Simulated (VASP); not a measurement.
Consider the following.

```xyz
2
Lattice="0.0000 3.1089 3.1089 3.1089 0.0000 3.1089 3.1089 3.1089 0.0000" Properties=species:S:1:pos:R:3 pbc="T T T"
Ag     0.0000     0.0000     0.0000
I      1.5544     1.5544     1.5544
```

Computed with PBEsol GGA, VASP's PBE PAW potentials (set 64) (plane waves; VASP). Settings: 500 eV cut-off, 7×7×7 Γ-centred mesh, Gaussian smearing of 0.050 eV, potentials Ag I.

Unless said otherwise, spin-orbit coupling is left out, though it shifts the bands of the heavy elements here.

Question: What does the run give for the energy per atom (σ→0), pressure, band gap (on the k-mesh) with the smallest direct gap where there is one?

Answer: 
- band gap (on the k-mesh): 1.20 eV
- smallest direct gap (on the k-mesh): 1.20 eV
- energy per atom (σ→0): -2.679 eV/atom
- pressure: 5.03 GPa

Total energies compare only between runs with the same potentials, cut-off and functional.

The compound is AgI in the zinc blende structure, whereas wurtzite is the usual form. It was relaxed first under an external pressure of 5 GPa.
